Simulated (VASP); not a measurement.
Computed with PBE GGA, VASP's PBE PAW potentials (set 64) (plane waves; VASP).

The input files of a VASP run:

File POSCAR:
```
TiAl
1
    2.8233481746     0.0000000000     0.0000000000
    0.0000000000     2.8233481746     0.0000000000
    0.0000000000    -0.0000000000     4.0598172649
Ti Al
1 1
Direct
  0.0000000000   0.0000000000   0.0000000000
  0.5000000000   0.5000000000   0.5000000000
```

**INCAR**
```
ALGO  =  Normal
EDIFF  =  1E-7
ENCUT  =  480
GGA  =  PE
ISIF  =  2
ISMEAR  =  1
LASPH  =  T
LCHARG  =  F
LMAXMIX  =  4
LREAL  =  F
LWAVE  =  F
NELM  =  100
PREC  =  Accurate
SIGMA  =  0.1
SYSTEM  =  TiAl
```

**KPOINTS**
```
kpoints
0
Gamma
 12 12 8
0 0 0
```

POTCAR, in this order: Ti_sv Al (PBE.64 set). Program: vasp_std.

Q: Predict the energy per atom (σ→0), band gap (on the k-mesh).

A: 
```
Quantity                                                    Result
------------------------  ----------------------------------------
energy per atom (σ→0)                               -6.197 eV/atom
band gap (on the k-mesh)  none (metal, semimetal or under 0.01 eV)
```

### OSZICAR
```
...
DAV:   9    -0.123935795693E+02    0.17148E-02   -0.27065E-02  3744   0.219E+00    0.232E-01
DAV:  10    -0.123937468483E+02   -0.16728E-03   -0.16904E-03  3891   0.480E-01    0.525E-02
DAV:  11    -0.123937281595E+02    0.18689E-04   -0.39975E-04  4119   0.220E-01    0.444E-02
DAV:  12    -0.123937305609E+02   -0.24014E-05   -0.26050E-05  3606   0.569E-02    0.116E-02
DAV:  13    -0.123937301967E+02    0.36421E-06   -0.12152E-06  4303   0.108E-02    0.701E-03
DAV:  14    -0.123937303478E+02   -0.15111E-06   -0.65609E-07  3453   0.106E-02    0.107E-03
DAV:  15    -0.123937303643E+02   -0.16512E-07   -0.46165E-08  1799   0.225E-03
   1 F= -.12393730E+02 E0= -.12393936E+02  d E =0.617960E-03
```

The compound is TiAl in the L1_0 structure. It was relaxed first. The electron count is odd and the run is not spin-polarised, which forces a metal.
